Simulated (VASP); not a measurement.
Input:

```
ZrB2
1.0
    1.56702    -2.71417     0.00000
    1.56702     2.71417     0.00000
    0.00000     0.00000     3.49393
Zr B
1 2
Direct
  0.00000   0.00000   0.00000
  0.33333   0.66667   0.50000
  0.66667   0.33333   0.50000
```

These are LDA (Ceperley-Alder, Perdew-Zunger), VASP's LDA PAW potentials (set 64) (plane waves; VASP) values and carry that method's errors. Numerical set-up: 650 eV cut-off, 10×10×8 Γ-centred mesh, first-order Methfessel-Paxton smearing of 0.10 eV, potentials Zr_sv B.

Finite-difference elastic constants of metals are sensitive to mesh and smearing; shear constants can be off by tens of GPa.

### Question
Give the elastic stiffness tensor with the ions relaxed (GPa, in the frame of the cell).

### Answer

```csv
,xx,yy,zz,yz,xz,xy
xx,602,67.5,134,0.0,0.0,0.0
yy,67.5,602,134,0.0,0.0,0.0
zz,134,134,477,0.0,0.0,0.0
yz,0.0,0.0,0.0,280,0.0,0.0
xz,0.0,0.0,0.0,0.0,280,0.0
xy,0.0,0.0,0.0,0.0,0.0,267
```

### Question
Predict the Hill bulk modulus, Hill shear modulus, Young's modulus, Poisson's ratio.

### Answer

```
Item                   Result
------------------  ---------
Hill bulk modulus     261 GPa
Hill shear modulus  2510 kbar
Young's modulus     5710 kbar
Poisson's ratio         0.135
```

Measured: C11 568 GPa (computed value off by +5.9 %), C12 57.0 GPa (computed value off by +18.4 %), C13 121 GPa (computed value off by +10.6 %), C33 441 GPa (computed value off by +8.2 %), as given by Yanhui Zhang et al., Acta Materialia (2020), arXiv:1911.03307. The calculation is for a static lattice, while the measured C11, C12, C13, C33 hold thermal and zero-point effects, which are part of the difference.

The compound is ZrB2 in the AlB2 type structure. It was relaxed first.
